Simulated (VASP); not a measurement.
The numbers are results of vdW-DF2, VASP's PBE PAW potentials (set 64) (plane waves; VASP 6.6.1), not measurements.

VASP ran on this input.

KPOINTS:
```
Automatic mesh
0
Gamma
13 13 13
0 0 0
```

**POSCAR**
```
MoSi2
1
   -1.6606691791     1.6606691791     4.0434348090
    1.6606691791    -1.6606691791     4.0434348090
    1.6606691791     1.6606691791    -4.0434348090
Si Mo
2 1
Direct
  0.6635958266   0.6635958266   0.0000000000
  0.3364041734   0.3364041734   0.0000000000
  0.0000000000   0.0000000000   0.0000000000
```

### INCAR
```
SYSTEM = MoSi2
PREC = Accurate; ENCUT = 520; LREAL = .False.
LASPH = .True.
EDIFF = 1E-7; NELM = 100; ALGO = Normal
LMAXMIX = 4
ISMEAR = 1; SIGMA = 0.1
GGA = ML; LUSE_VDW = .True.; AGGAC = 0.0
ZAB_VDW = -1.8867
IBRION = 2; NSW = 30; ISIF = 4
EDIFFG = -0.01
LWAVE = .False.; LCHARG = .False.
```

POTCAR, in this order: Si Mo_sv (PBE.64 set). Program: vasp_std.

Output

**OUTCAR**
```
 ion  position               nearest neighbor table
   1  0.664  0.664  0.000-   2 2.65   3 2.70   3 2.70   3 2.70   3 2.70   3 2.72   2 2.73   2 2.73
                             2 2.73   2 2.73
   2  0.336  0.336  0.000-   1 2.65   3 2.70   3 2.70   3 2.70   3 2.70   3 2.72   1 2.73   1 2.73
                             1 2.73   1 2.73
   3  0.000  0.000  0.000-   1 2.70   1 2.70   1 2.70   2 2.70   1 2.70   2 2.70   2 2.70   2 2.70
                             1 2.72   2 2.72
  LATTYP: Found a body centered tetragonal cell.
 ALAT       =     3.3213383582
 C/A-ratio  =     2.4348225763
 Subroutine PRICEL returns:
 Original cell was already a primitive cell.
 Subroutine GETGRP returns: Found 16 space group operations
The static configuration has the point symmetry D_4h.
The dynamic configuration has the point symmetry D_4h.
 Subroutine INISYM returns: Found 16 space group operations
 Subroutine IBZKPT returns following result:
 Found    196 irreducible k-points:

 Following reciprocal coordinates:
            Coordinates               Weight
  0.000000  0.000000  0.000000      1.000000
  0.076923  0.000000 -0.000000      8.000000
  0.153846  0.000000 -0.000000      8.000000
  0.230769  0.000000  0.000000      8.000000
  0.307692  0.000000 -0.000000      8.000000
  0.384615 -0.000000  0.000000      8.000000
  0.461538  0.000000 -0.000000      8.000000
  0.076923  0.076923 -0.000000      8.000000
  0.153846  0.076923 -0.000000     16.000000
  0.230769  0.076923  0.000000     16.000000
  0.307692  0.076923 -0.000000     16.000000
  0.384615  0.076923  0.000000     16.000000
  0.461538  0.076923  0.000000     16.000000
 -0.461538  0.076923  0.000000     16.000000
 -0.384615  0.076923 -0.000000     16.000000
 -0.307692  0.076923  0.000000     16.000000
 -0.230769  0.076923  0.000000     16.000000
 -0.153846  0.076923 -0.000000     16.000000
 -0.076923  0.076923  0.000000      4.000000
...
```

OSZICAR:
```
       N       E                     dE             d eps       ncg     rms          rms(c)
DAV:   1     0.131841764595E+03    0.13184E+03   -0.11345E+04  5896   0.138E+03
DAV:   2    -0.118052059296E+02   -0.14365E+03   -0.14188E+03  7287   0.332E+02
DAV:   3    -0.150868662254E+02   -0.32817E+01   -0.31781E+01  8001   0.447E+01
DAV:   4    -0.151055517792E+02   -0.18686E-01   -0.18667E-01  6678   0.399E+00
DAV:   5    -0.151057446879E+02   -0.19291E-03   -0.19290E-03  8095   0.376E-01    0.151E+01
DAV:   6    -0.145036548058E+02    0.60209E+00   -0.10705E+01  6692   0.199E+01    0.335E+00
DAV:   7    -0.142991219591E+02    0.20453E+00   -0.19947E+00  6555   0.868E+00    0.306E+00
DAV:   8    -0.143024038648E+02   -0.32819E-02   -0.10848E-01  6846   0.286E+00    0.552E-01
DAV:   9    -0.143065324753E+02   -0.41286E-02   -0.73424E-03  7707   0.732E-01    0.258E-01
DAV:  10    -0.143074533783E+02   -0.92090E-03   -0.29142E-03  6958   0.422E-01    0.479E-02
DAV:  11    -0.143075240918E+02   -0.70714E-04   -0.60748E-04  7056   0.190E-01    0.394E-02
DAV:  12    -0.143075257027E+02   -0.16108E-05   -0.84271E-05  7050   0.600E-02    0.782E-03
DAV:  13    -0.143075294112E+02   -0.37085E-05   -0.12325E-05  6888   0.242E-02    0.425E-03
DAV:  14    -0.143075296778E+02   -0.26662E-06   -0.69850E-07  7252   0.656E-03    0.959E-04
DAV:  15    -0.143075297783E+02   -0.10051E-06   -0.17251E-07  6307   0.350E-03    0.216E-04
DAV:  16    -0.143075297910E+02   -0.12715E-07   -0.24037E-09  3346   0.439E-04
   1 F= -.14307530E+02 E0= -.14307387E+02  d E =-.143075E+02
       N       E                     dE             d eps       ncg     rms          rms(c)
DAV:   1    -0.143087886324E+02   -0.12589E-02   -0.40785E-02  6111   0.193E+00    0.175E-01
DAV:   2    -0.143081126760E+02    0.67596E-03   -0.14039E-03  7560   0.304E-01    0.882E-02
DAV:   3    -0.143079311824E+02    0.18149E-03   -0.58446E-04  7588   0.185E-01    0.327E-02
DAV:   4    -0.143079209724E+02    0.10210E-04   -0.62171E-05  6692   0.552E-02    0.110E-02
DAV:   5    -0.143079204544E+02    0.51801E-06   -0.40432E-06  6979   0.133E-02    0.460E-03
DAV:   6    -0.143079204851E+02   -0.30736E-07   -0.62069E-07  7399   0.574E-03
   2 F= -.14307920E+02 E0= -.14307768E+02  d E =-.390694E-03
       N       E                     dE             d eps       ncg     rms          rms(c)
DAV:   1    -0.143079204727E+02   -0.18321E-07   -0.93375E-07  6384   0.925E-03    0.988E-04
DAV:   2    -0.143079204483E+02    0.24433E-07   -0.35478E-08  3248   0.159E-03
   3 F= -.14307920E+02 E0= -.14307768E+02  d E =-.390657E-03
       N       E                     dE             d eps       ncg     rms          rms(c)
DAV:   1    -0.143080428271E+02   -0.12235E-03   -0.46318E-03  6965   0.587E-01    0.486E-02
DAV:   2    -0.143079848590E+02    0.57968E-04   -0.17920E-04  7189   0.103E-01    0.250E-02
DAV:   3    -0.143079701920E+02    0.14667E-04   -0.49823E-05  7308   0.515E-02    0.101E-02
DAV:   4    -0.143079687013E+02    0.14907E-05   -0.87415E-06  7347   0.210E-02    0.323E-03
DAV:   5    -0.143079687116E+02   -0.10316E-07   -0.62095E-07  6468   0.504E-03
   4 F= -.14307969E+02 E0= -.14307818E+02  d E =-.482633E-04
```

File OUTCAR:
```
------------------------ aborting loop because EDIFF is reached ----------------------------------------
  FORCE on cell =-STRESS in cart. coord.  units (eV):
  Direction    XX          YY          ZZ          XY          YZ          ZX
  --------------------------------------------------------------------------------------
  Total       -1.2054793     -1.2054793     -1.1962209      0.0000000      0.0000000      0.0000000
  in kB      -43.3005737    -43.3005737    -42.9680142      0.0000000      0.0000000      0.0000000
  external PRESSURE =     -43.1897205 kB  Pullay stress =       0.0000000 kB
  volume of cell :       44.60
      direct lattice vectors                 reciprocal lattice vectors
    -1.661823636  1.661823636  4.037818872     0.000000000  0.300874286  0.123829230
     1.661823636 -1.661823636  4.037818872     0.300874286  0.000000000  0.123829230
     1.661823636  1.661823636 -4.037818872     0.300874286  0.300874286  0.000000000
 POSITION                                       TOTAL-FORCE (eV/Angst)
 -----------------------------------------------------------------------------------
      1.66182      1.66182      1.31659        -0.000000     -0.000000     -0.002424
      0.00000      0.00000      2.72123        -0.000000     -0.000000      0.002424
      0.00000      0.00000      0.00000         0.000000      0.000000     -0.000000
 -----------------------------------------------------------------------------------
    total drift:                                0.000000     -0.000000      0.000000
  FREE ENERGIE OF THE ION-ELECTRON SYSTEM (eV)
  ---------------------------------------------------
  free  energy   TOTEN  =       -14.3079687116 eV

  energy  without entropy=      -14.3075179015  energy(sigma->0) =      -14.30781844

 reached required accuracy - stopping structural energy minimisation
```
(Selected blocks of OUTCAR.)

### CONTCAR
```
MoSi2
   1.00000000000000
    -1.6618236357537810    1.6618236357537810    4.0378188715242080
     1.6618236357537810   -1.6618236357537810    4.0378188715242080
     1.6618236357537810    1.6618236357537810   -4.0378188715242080
  Si              Mo
     2     1
Direct
     0.6630324663078121    0.6630324663078121    1.0000000000000000
     0.3369675336921878    0.3369675336921878    0.0000000000000000
     0.0000000000000000    0.0000000000000000    0.0000000000000000
```

The compound is MoSi2 in the MoSi2 type structure. This cell is one point of a volume scan, at 1.03 of the reference volume. Symmetry was kept, so distortions that lower it aren't found.
